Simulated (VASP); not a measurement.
Input:

```
AgBr
1.0
    0.00000     2.88500     2.88500
    2.88500     0.00000     2.88500
    2.88500     2.88500     0.00000
Ag Br
1 1
Direct
  0.00000   0.00000   0.00000
  0.50000   0.50000   0.50000
```

Computed with PBE GGA, VASP's PBE PAW potentials (set 64) (plane waves; VASP). Settings: PREC = Low, 400 eV cut-off, 7×7×7 Γ-centred mesh, Gaussian smearing of 0.050 eV, potentials Ag Br.

Task: Predict the energy per atom (σ→0), pressure.

Result: 
```
Quantity                       Result
---------------------  --------------
energy per atom (σ→0)  -2.496 eV/atom
pressure                     1.34 GPa
```

Only differences to runs with the same potentials and settings are physical.

The compound is AgBr in the rock salt structure. The cell was not relaxed at this level. The run is one of a series of settings (PREC = Low against the base run), some of them coarse on purpose.
